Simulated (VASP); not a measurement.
# TaAs: input slips in a phonon run and what they do, part 3 of 3

Some phonon runs on TaAs get a fault in the input on purpose. Which of them show, and how? The starting structure is a computed structure from the Materials Project.

VASP 6.6.1.

Results so far: reference B1 (2) 262.0 cm⁻¹; finite displacements, else as the reference B1 (2) 261.9 cm⁻¹; a loose electronic threshold B1 (2) 260.0 cm⁻¹; a cutoff far too low B1 (2) 275.5 cm⁻¹.

## 6. Modes with a k mesh far too coarse

Level of this step: LDA; plane waves and PAW (Ta_pv, As) (VASP).

A slip made on purpose: a k mesh far too coarse. Against step 2 the input has a 2×2×2 mesh (also changed: NELM and KPAR).

File INCAR:

```
SYSTEM = TaAs
PREC = Accurate
ENCUT = 450
EDIFF = 1E-08
NELM = 60
ISMEAR = 0
SIGMA = 0.05
LREAL = .FALSE.
ALGO = Normal
GGA = CA
NBANDS = 22
LASPH = .TRUE.
LORBIT = 11
LWAVE = .FALSE.
LCHARG = .FALSE.
IBRION = 8
ISIF = 2
```

File POSCAR:

```
TaAs
1.0
    0.0000000000     -3.4107368266      0.0000000000
   -3.4107368266      0.0000000000      0.0000000000
    1.7053684133     -1.7053684133     -5.7694265368
Ta As
2 2
Direct
    0.5003035622      0.4996964378      0.9993928757
    0.2503035622      0.2496964378      0.4993928757
    0.0822958578      0.9177041422      0.8354082843
    0.8322958578      0.6677041422      0.3354082843
```

File KPOINTS:

```
Automatic mesh
0
Gamma
2 2 2
0 0 0
```

The projector-augmented-wave data sets are Ta_pv and As (LDA family, release 64).

Started as:

```console
$ mpirun -np 8 vasp_std
```

Output:

```text
[banner, memory and clock lines left out]
running    8 mpi-ranks, on    1 nodes
[...]
[... a notice as in an earlier step ...]

 LDA part: xc-table for (Slater(with rela. corr.)+CA(PZ))
 , standard interpolation
|                                                                             |
|           W    W    AA    RRRRR   N    N  II  N    N   GGGG   !!!           |
|           W    W   A  A   R    R  NN   N  II  NN   N  G    G  !!!           |
|           W    W  A    A  R    R  N N  N  II  N N  N  G       !!!           |
|           W WW W  AAAAAA  RRRRR   N  N N  II  N  N N  G  GGG   !            |
|           WW  WW  A    A  R   R   N   NN  II  N   NN  G    G                |
|           W    W  A    A  R    R  N    N  II  N    N   GGGG   !!!           |
|                                                                             |
|     The number of bands has been changed from the values supplied in        |
|     The orbitals not found in the WAVECAR file will be initialized with     |
[...]
RMM:  10    -0.445155714774E-01    0.35094E-07   -0.82096E-09   553   0.431E-05    0.164E-05
RMM:  11    -0.445155429530E-01    0.28524E-07   -0.86585E-09   541   0.242E-05    0.337E-06
RMM:  12    -0.445155466636E-01   -0.37107E-08   -0.10910E-08   571   0.159E-05    0.151E-06
 first order change of Fermi-energy   0.10628E-05
 force on displaced ion       3 direction 2 :   0.000 -12.402  -0.000
 Linear response progress:
  Degree of freedom:   6/  6
       N       E                     dE             d eps       ncg     rms          rms(c)
RMM:   1    -0.585904612350E-01   -0.58590E-01    0.88933E-02   571   0.109E+00
RMM:   2    -0.579364835748E-01    0.65398E-03   -0.37971E-03   396   0.236E-01    0.183E-01
RMM:   3    -0.577970951280E-01    0.13939E-03   -0.10268E-03   404   0.118E-01    0.135E-01
RMM:   4    -0.577868335487E-01    0.10262E-04   -0.10642E-04   379   0.458E-02    0.788E-02
[...]
RMM:  11    -0.578970758078E-01   -0.18501E-07    0.32774E-08   433   0.451E-05    0.927E-06
RMM:  12    -0.578970594732E-01    0.16335E-07    0.28261E-08   453   0.226E-05    0.473E-06
RMM:  13    -0.578970603520E-01   -0.87877E-09    0.17464E-08   446   0.127E-05    0.195E-06
 first order change of Fermi-energy   0.12552E+00
 force on displaced ion       3 direction 3 :  -0.000   0.000 -17.085
 Linear response finished
```

It took 12 s on 8 MPI ranks of Intel Xeon 6975P-C (Granite Rapids), shared host; peak memory 0.93 GiB; 92 s of CPU time.

From OUTCAR (step 6):

```text
  Total       -0.2451471     -0.2451471      5.5828463      0.0000000      0.0000000      0.0000000
  in kB       -5.8520538     -5.8520538    133.2714697      0.0000000      0.0000000      0.0000000
  external PRESSURE =      40.5224540 kB  Pullay stress =       0.0000000 kB

 POSITION                                       TOTAL-FORCE (eV/Angst)
 -----------------------------------------------------------------------------------
      0.00000     -3.41074     -5.76592         0.000000     -0.000000     -0.068182
      0.00000     -1.70537     -2.88121         0.000000     -0.000000     -0.068182
     -1.70537     -1.70537     -4.81983        -0.000000      0.000000      0.068182
     -1.70537     -3.41074     -1.93511        -0.000000      0.000000      0.068182
 -----------------------------------------------------------------------------------
    total drift:                               -0.000002      0.000002      0.000189

[... 1 part as in an earlier step ...]

[... 1 further part left out ...]
```

With a k mesh far too coarse the modes are at the top A1 274.0, B1 (2) 269.2 cm⁻¹, at the bottom E (2) 136.7, E (1) -95.9 cm⁻¹, with 2 more of the listed ones between; E (1), real with the reference, turns imaginary. Imaginary, given as negative numbers: E (1).

## 7. Modes with one-sided displacements

A slip made on purpose: one-sided displacements. Against step 2 the input has IBRION = 6, NFREE = 1 and POTIM = 0.015 (also changed: NELM and NSW).

INCAR, as its differences from that of step 6:

```diff
@@ -15,3 +15,7 @@
 LCHARG = .FALSE.
-IBRION = 8
+KPAR = 8
+IBRION = 6
+NFREE = 1
+POTIM = 0.015
+NSW = 1
 ISIF = 2
```

POSCAR is that of step 6.

File KPOINTS:

```
Automatic mesh
0
Gamma
10 10 10
0 0 0
```

Started as:

```console
$ mpirun -np 8 vasp_std
```

Output:

```text
[... set-up lines as in an earlier step ...]
 entering main loop
       N       E                     dE             d eps       ncg     rms          rms(c)
[... 14 cycles as in an earlier step ...]
   1 F= -.38949276E+02 E0= -.38948914E+02  d E =-.724526E-03
[...]
2 F= -.38948005E+02 E0= -.38947685E+02  d E =-.639956E-03
[...]
3 F= -.38947355E+02 E0= -.38946994E+02  d E =-.721789E-03
[...]
4 F= -.38947489E+02 E0= -.38947146E+02  d E =-.685904E-03
[...]
5 F= -.38947619E+02 E0= -.38947285E+02  d E =-.667031E-03
[...]
6 F= -.38948044E+02 E0= -.38947686E+02  d E =-.717453E-03
[...]
7 F= -.38947492E+02 E0= -.38947116E+02  d E =-.750474E-03
 Finite differences progress:
  Degree of freedom:   6/  6
  Displacement:        1/  1
  Total:               6/  6
```

Run time: 62 s. Hardware: 8 MPI ranks; peak memory 4.6 GiB.

OUTCAR, selected parts (step 7):

```text
  Total        0.0156392     -0.0857512      0.1283462      0.0000000      0.0000000      0.0000000
  in kB        0.3733325     -2.0470180      3.0638295      0.0000000      0.0000000      0.0000000
  external PRESSURE =       0.4633813 kB  Pullay stress =       0.0000000 kB

 POSITION                                       TOTAL-FORCE (eV/Angst)
 -----------------------------------------------------------------------------------
      0.00000     -3.41074     -5.76592         0.000000     -0.000000      0.083281
      0.00000     -1.70537     -2.88121        -0.000000     -0.000000      0.108385
     -1.70537     -1.70537     -4.80483         0.000000      0.000000     -0.238060
     -1.70537     -3.41074     -1.93511         0.000000     -0.000000      0.046393
 -----------------------------------------------------------------------------------
    total drift:                               -0.000002      0.000002      0.000148

  FREE ENERGIE OF THE ION-ELECTRON SYSTEM (eV)
  ---------------------------------------------------
  free  energy   TOTEN  =       -38.9474916311 eV

  energy  without entropy=      -38.9467411568  energy(sigma->0) =      -38.94711639

[... 2 parts as in an earlier step ...]

[... 1 further part left out ...]
[key lines of the parts left out:]
E-fermi :   7.2622
```

With one-sided displacements the modes are at the top B1 (2) 263.0, E (3) 255.3 cm⁻¹, at the bottom B1 (1) 170.1, E (1) 125.1 cm⁻¹, with 2 more of the listed ones between; the largest shift is +1.1 cm⁻¹, in B1 (2), from finite displacements, else as the reference.

## 8. The runs compared

```
                                        run  B1 (2)  E (3)     A1  E (2)  B1 (1)  E (1)  imaginary modes, each partner counted                method  core minutes
                                  reference   262.0  256.2  253.6  235.0   171.0  125.5                                      0   perturbation theory          20.8
finite displacements, else as the reference   261.9  255.3  253.6  234.9   170.8  125.1                                      0  finite displacements          14.4
               a loose electronic threshold   260.0  254.0  252.0  234.2   170.7  125.3                                      0  finite displacements           7.6
                       a cutoff far too low   275.5  281.6  273.3  253.0   124.3  120.9                                      0   perturbation theory          3.73
                    a k mesh far too coarse   269.2  249.8  274.0  136.7   181.8  -95.9                                      2   perturbation theory          1.63
                    one-sided displacements   263.0  255.3  254.2  234.9   170.1  125.1                                      0  finite displacements          8.27
```

Modes are in cm⁻¹, degenerate ones as one, matched between runs by symmetry and order. A number in brackets counts the listed modes of one symmetry from the lowest. The symmetry labels come from an automatic analysis and can be wrong where levels nearly coincide. Core minutes are wall time times ranks of the run shown, on a shared host.

## 9. What came out

| Property | Result |
| --- | --- |
| B1 (2), reference | 262.0 cm⁻¹ |
| E (1), reference | 125.5 cm⁻¹ |
| B1 (2), finite displacements, else as the reference | 261.9 cm⁻¹ |
| E (1), finite displacements, else as the reference | 125.1 cm⁻¹ |
| B1 (2), a loose electronic threshold | 260.0 cm⁻¹ |
| E (1), a loose electronic threshold | 125.3 cm⁻¹ |
| B1 (2), a cutoff far too low | 275.5 cm⁻¹ |
| E (1), a cutoff far too low | 120.9 cm⁻¹ |
| B1 (2), a k mesh far too coarse | 269.2 cm⁻¹ |
| E (1), a k mesh far too coarse | -95.9 cm⁻¹ |
| B1 (2), one-sided displacements | 263.0 cm⁻¹ |
| E (1), one-sided displacements | 125.1 cm⁻¹ |

Finished, but with signs in the output that stand out against the reference: a cutoff far too low, with modes off by up to -47 cm⁻¹, in B1 (1) (signs: a pressure of -119.3 GPa on the undisplaced cell); a k mesh far too coarse, with E (1) turned imaginary (signs: a pressure of 4.1 GPa on the undisplaced cell, forces of up to 0.07 eV/Å on the undisplaced atoms and imaginary modes). Little came of a loose electronic threshold and one-sided displacements in this material. Runs with finite displacements are held against the sound run of that kind. Further runs on this material are not shown.

[Lines on the potential files, build, host, timing and source positions are cut from VASP's logs without a mark.]

[Logs are printed without paths, hosts, clocks, repeated set-up lines and the standing remarks that a program may print on its own settings, such as how far it seeks lower states.]

[Hosts, paths, dates, database ids (printed as entryN), source tags and the programs' standing remarks are cut or masked in the printed files.]
